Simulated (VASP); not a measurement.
Input:

```xyz
2
Lattice="0.0000 2.3866 2.3866 2.3866 0.0000 2.3866 2.3866 2.3866 0.0000" Properties=species:S:1:pos:R:3 pbc="T T T"
Zr     0.0000     0.0000     0.0000
C      2.3866     2.3866     2.3866
```

Calculation: PBE GGA with D3 dispersion (zero damping), VASP's PBE PAW potentials (set 64) (plane waves; VASP). Settings: 520 eV cut-off, 13×13×13 Γ-centred mesh, first-order Methfessel-Paxton smearing of 0.10 eV, potentials Zr_sv C.

Question: Give the stress tensor in GPa (positive for a compressed cell).

Answer: 
```
-12.05    0.00    0.00
  0.00  -12.05    0.00
  0.00    0.00  -12.05
```
The pressure is its mean diagonal, -12.05 GPa.

The compound is ZrC in the rock salt structure. This cell is one point of a volume scan, at 1.06 of the reference volume.
